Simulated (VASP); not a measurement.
OSZICAR of a VASP run on PtSe$_{2}$ (1T layered):

### OSZICAR
```
       N       E                     dE             d eps       ncg     rms          rms(c)
DAV:   1     0.149958128771E+03    0.14996E+03   -0.13105E+04   720   0.184E+03
DAV:   2    -0.756080165413E+01   -0.15752E+03   -0.15413E+03   923   0.278E+02
DAV:   3    -0.149350925195E+02   -0.73743E+01   -0.72751E+01   881   0.613E+01
DAV:   4    -0.150153487560E+02   -0.80256E-01   -0.80222E-01   846   0.698E+00
DAV:   5    -0.150162286822E+02   -0.87993E-03   -0.87992E-03   895   0.689E-01    0.113E+01
DAV:   6    -0.145160923897E+02    0.50014E+00   -0.54273E+00   727   0.224E+01    0.733E+00
DAV:   7    -0.142624489917E+02    0.25364E+00   -0.10325E+00   741   0.108E+01    0.342E+00
DAV:   8    -0.142484686222E+02    0.13980E-01   -0.81667E-02   755   0.198E+00    0.893E-01
DAV:   9    -0.142448293671E+02    0.36393E-02   -0.12198E-02   839   0.118E+00    0.233E-01
DAV:  10    -0.142449962675E+02   -0.16690E-03   -0.15614E-03   790   0.348E-01    0.551E-02
DAV:  11    -0.142449790156E+02    0.17252E-04   -0.21570E-04   860   0.152E-01    0.168E-02
DAV:  12    -0.142449820512E+02   -0.30356E-05   -0.29290E-05   790   0.418E-02    0.754E-03
DAV:  13    -0.142449831748E+02   -0.11236E-05   -0.20862E-06   870   0.122E-02    0.404E-03
DAV:  14    -0.142449830079E+02    0.16689E-06   -0.58516E-07   402   0.819E-03
   1 F= -.14244983E+02 E0= -.14243756E+02  d E =-.245309E-02
```

### Question
Which electronic solver shows in the log?

### Answer
It is blocked Davidson (ALGO = Normal, or the opening steps of other solvers). The INCAR had ALGO = Normal.

### Question
Can the final energy be trusted as converged?

### Answer
The calculation finished and met its thresholds. It stopped with EDIFF = 1E-6, NELM = 100 (PBE GGA, plane waves, VASP's PBE PAW potentials (set 64)).

The compound is PtSe2 in the 1T layered structure. The cell was not relaxed at this level. The k-mesh is coarse (spacing up to 0.32 per Å, 2π included), so the numbers may not be converged in it. The run is one of a series of settings (ENCUT = 800 against the base run), some of them coarse on purpose.
